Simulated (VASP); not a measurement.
An input for Ansatz (written as the equivalent of a VASP run, and not itself run):

Ansatz 0.2 input:
```yaml
crystal:
  lattice:
    - [0.0000000, 3.1862654, 3.1862654]
    - [3.1862654, 0.0000000, 3.1862654]
    - [3.1862654, 3.1862654, 0.0000000]
  atoms:
    - { symbol: Mg, position: [0.2500000, 0.2500000, 0.2500000] }
    - { symbol: Mg, position: [0.7500000, 0.7500000, 0.7500000] }
    - { symbol: Si, position: [0.0000000, 0.0000000, 0.0000000] }
kpoints:
  mp_grid: { grid: [7, 7, 7] }
hamiltonian:
  xc: lda
  pseudopotentials: { kind: paw }
scf:
  occupations: { method: gaussian, width: 0.05 }
  max_iter: 100
output: { forces: true, stress: true, eigenvalues: true }
```

Problem. Write the VASP files for the same calculation (LDA).

Solution. This is not unique; one that fits is 
POSCAR:
```
Mg2Si
1
    0.0000000000     3.1862653788     3.1862653788
    3.1862653788     0.0000000000     3.1862653788
    3.1862653788     3.1862653788     0.0000000000
Mg Si
2 1
Direct
  0.2500000000   0.2500000000   0.2500000000
  0.7500000000   0.7500000000   0.7500000000
  0.0000000000   0.0000000000   0.0000000000
```

INCAR:
```
SYSTEM = Mg2Si
ISMEAR = 0
LREAL = .FALSE.   ! projection in real space or not
LASPH = .TRUE.   ! aspherical one-centre terms
ALGO = Normal   ! blocked Davidson
ISIF = 2
ENCUT = 520   ! plane-wave cut-off (eV)
EDIFF = 1E-7
SIGMA = 0.05   ! width (eV)
LCHARG = .FALSE.
NELM = 100
LWAVE = .FALSE.
PREC = Accurate
```

**KPOINTS**
```
Automatic mesh
0
Gamma
7 7 7
0 0 0
```

POTCAR, in this order: Mg Si (LDA.64 set). Program: vasp_std.

The two are equivalent in intent, not identical: each code has its own PAW files, so the cut-off isn't converted (ENCUT is set for VASP's; basis.ecutwfc is left out, and Ansatz then takes the one that its files recommend); Ansatz stops its SCF on the density residual and VASP on the energy change (EDIFF); Ansatz's lda is the Perdew-Wang form, while the LDA potentials of VASP carry Perdew-Zunger's.

The compound is Mg2Si in the antifluorite structure. This cell is one point of a volume scan, at 1.06 of the reference volume.
